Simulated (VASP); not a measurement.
**AgF (relaxed from the NiAs type structure, space group P6_3/mmc): computed properties**

Level of theory: PBEsol GGA, VASP's PBE PAW potentials (set 64) (plane waves; VASP 6.6.1).

| Property | Value |
|---|---|
| space group | P6_3/mmc (194) |
| cell | a = b = 3.132 Å, c = 6.540 Å, α = β = 90.00°, γ = 120.00° |
| volume per atom | 13.89 Å³/atom |
| band gap (over mesh and band path) | none (metal, semimetal or under 0.01 eV) |
| density | 7.58 g/cm³ |

```yaml
crystal:
  lattice:
    - [3.13174, 0.00000, 0.00000]
    - [-1.56587, 2.71217, 0.00000]
    - [0.00000, 0.00000, 6.53993]
  atoms:
    - { symbol: Ag, position: [0.00000, 0.00000, 0.00000] }
    - { symbol: Ag, position: [0.00000, 0.00000, 0.50000] }
    - { symbol: F, position: [0.33333, 0.66667, 0.25000] }
    - { symbol: F, position: [0.66667, 0.33333, 0.75000] }
```

The structure was generated: AgF was put into the NiAs type type (P6_3/mmc), which need not be its known phase. It was relaxed first, which changed the volume by +38 %. Symmetry was kept, so distortions that lower it aren't found.
